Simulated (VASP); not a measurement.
Hf2Pt, 3 atoms in the cell. The structure is tetragonal, space group P4/mmm (No. 123). The conventional cell has a = 3.565 Å, b = 3.565 Å, c = 4.836 Å, α = 90.00°, β = 90.00°, γ = 90.00°. Hf (site symmetry 4/mmm) has 4 Hf at 2.52 Å as nearest neighbours. Hf (site symmetry 4/mmm) is surrounded by 2 Pt at 2.42 Å and 4 Hf at 2.52 Å. Around Pt (site symmetry 4/mmm) lie 2 Hf at 2.42 Å. The cell was built by a generator and needn't be a form met in nature.

| Property | Result |
| --- | --- |
| Program | VASP 6.6.1 |
| Task | relaxation of cell and atoms |
| Functional | PBE |
| Potentials or basis | VASP PAW PBE potentials, release 64 (Hf_pv, Pt) |
| Cutoff | 600 eV |
| k mesh | 8 × 8 × 6 |
| Occupations | methfessel-paxton, width 0.2 eV |
| Spin | no spin polarisation |
| Further INCAR settings | ALGO = Normal; EDIFF = 1e-06; IBRION = 2; EDIFFG = -0.02; NSW = 40; ISIF = 3 |

Potentials or basis: VASP PAW PBE potentials, release 64 (Hf_pv, Pt).

Run with:

```sh
$ cat potpaw_PBE.64/Hf_pv/POTCAR potpaw_PBE.64/Pt/POTCAR > POTCAR
$ mpirun -np 1 vasp_std > vasp.out
```

Hardware: 1 thread of AMD EPYC 9R45 96-Core Processor (Zen 5), with other jobs on the host.

Problem. Estimate the wall time of this run.

Solution. It took 3.4 min on 1 thread of AMD EPYC 9R45 96-Core Processor (Zen 5), on a shared host, peak memory 0.22 GiB. Counts: scf iterations 71, k points 60, ion steps 7.
